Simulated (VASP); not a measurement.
Here is the system:

```xyz
2
Lattice="0.0000 2.5510 2.5510 2.5510 0.0000 2.5510 2.5510 2.5510 0.0000" Properties=species:S:1:pos:R:3 pbc="T T T"
Li     0.0000     0.0000     0.0000
Cl     2.5510     2.5510     2.5510
```

All values below come from optB88-vdW, VASP's PBE PAW potentials (set 64) (plane waves; VASP 6.6.1). Run with 520 eV cut-off, 10×10×10 Γ-centred mesh, tetrahedra with Blöchl corrections, potentials Li_sv Cl.

Predict the energy per atom (σ→0), band gap (on the k-mesh) with the smallest direct gap where there is one.

| Quantity | Result |
|---|---|
| band gap (on the k-mesh) | 6.51 eV |
| smallest direct gap (on the k-mesh) | 6.51 eV |
| energy per atom (σ→0) | -2514 meV/atom |

The absolute energy has meaning only against runs of the same code, potentials and settings.

The compound is LiCl in the rock salt structure. It was relaxed first.
